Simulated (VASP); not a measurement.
Input of a VASP 6.6.1 run:

INCAR

```
AGGAC    = 0.0          
ALGO     = Normal         # electronic algorithm
EDIFF    = 1E-6           # SCF threshold, eV
ENCUT    = 520            # plane-wave cutoff, eV
GGA      = ML             # functional
ISIF     = 2              # what is computed and relaxed
ISMEAR   = -1             # smearing method
LASPH    = True           # aspherical terms in the spheres
LCHARG   = False          # write CHGCAR
LREAL    = False          # projectors in reciprocal space
LUSE_VDW = True         
LWAVE    = False          # write WAVECAR
NELM     = 60             # most SCF steps
PREC     = Accurate       # precision mode
SIGMA    = 0.05           # smearing width, eV
ZAB_VDW  = -1.8867
```

Contents of KPOINTS:

```
k-points
0
Gamma
  16 16 4
```

The input POSCAR:

```
C
1.0
    2.4610000000      0.0000000000      0.0000000000
   -1.2305000000      2.1312885187      0.0000000000
    0.0000000000      0.0000000000      9.3912000000
C
4
Direct
    0.0000000000      0.0000000000      0.2500000000
    0.3333333333      0.6666666667      0.2500000000
    0.0000000000      0.0000000000      0.7500000000
    0.6666666667      0.3333333333      0.7500000000
```

Potentials or basis: VASP PAW PBE potentials, release 64 (C).

Command:

```console
$ cat potpaw_PBE.64/C/POTCAR > POTCAR
$ mpirun -np 1 vasp_std > vasp.out
```

Predict the band gap on the k mesh.

1.14 eV, direct.

Estimate the pressure.

3.3 GPa.

Stress tensor (GPa, compression positive):
```
 5.62  0.00  0.00
 0.00  5.62  0.00
 0.00  0.00 -1.48
```

Caveat: the PAW data sets were made with another functional, which shifts forces and pressure a little. A k mesh can miss the band edges.
